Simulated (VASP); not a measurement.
Here is the system:

```
FeNi3
1.0
    3.55149     0.00000     0.00000
    0.00000     3.51222     0.00000
    0.00000     0.00000     3.61517
Fe Ni
1 3
Direct
  0.00000   0.00000   0.00000
  0.00000   0.50000   0.50000
  0.50000   0.00000   0.50000
  0.51641   0.50000   0.00000
```
Starting moments (μB, in the order of the record's atoms Fe Ni Ni Ni): 3.0 0.7 0.7 0.7.

The numbers are results of PBE GGA with D3 dispersion (zero damping), VASP's PBE PAW potentials (set 64) (plane waves; VASP 6.6.1), not measurements. Numerical set-up: 400 eV cut-off, 8×8×8 Γ-centred mesh, first-order Methfessel-Paxton smearing of 0.10 eV, potentials Fe Ni.

Give the force on each atom (eV/Å).

```csv
atom,Fx,Fy,Fz
Fe1,0.201,0.000,0.000
Ni2,0.203,0.000,0.000
Ni3,0.021,0.000,0.000
Ni4,-0.425,0.000,0.000
```

Give the stress tensor in GPa (positive for a compressed cell).

```
 -8.19    0.00    0.00
  0.00   -7.20    0.00
  0.00    0.00  -10.50
```
The pressure is its mean diagonal, -8.63 GPa.

The compound is Ni3Fe in the L1_2 structure. The cell was not relaxed at this level, atoms are displaced from their ideal sites. The run is one of a series of settings (IVDW = 11 against the base run), some of them coarse on purpose.
